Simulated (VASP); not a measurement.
```xyz
2
Lattice="3.8658 0.0000 0.0000 -1.9329 3.3479 0.0000 0.0000 0.0000 13.3519" Properties=species:S:1:pos:R:3 pbc="T T T"
Sn     1.9329     1.1160     6.6759
O      0.0000     2.2319     6.6759
```

Computed with r2SCAN meta-GGA, VASP's PBE PAW potentials (set 64) (plane waves; VASP 6.6.1). Numerical set-up: 520 eV cut-off, 9×9×1 Γ-centred mesh, tetrahedra with Blöchl corrections, potentials Sn_d O.

The cell holds a wide vacuum, so values per volume refer to the whole cell. Unless said otherwise, spin-orbit coupling is left out, though it shifts the bands of the heavy elements here.

Q: What does the run give for the energy per atom (σ→0), band gap (over mesh and band path) with the smallest direct gap where there is one?

A: 
| Property | Result |
|---|---|
| band gap (over mesh and band path) | 0.77 eV |
| smallest direct gap (over mesh and band path) | 0.84 eV |
| energy per atom (σ→0) | -15.864 eV/atom |

The absolute energy has meaning only against runs of the same code, potentials and settings.

The cell is a sheet with vacuum, built from a generated structure.
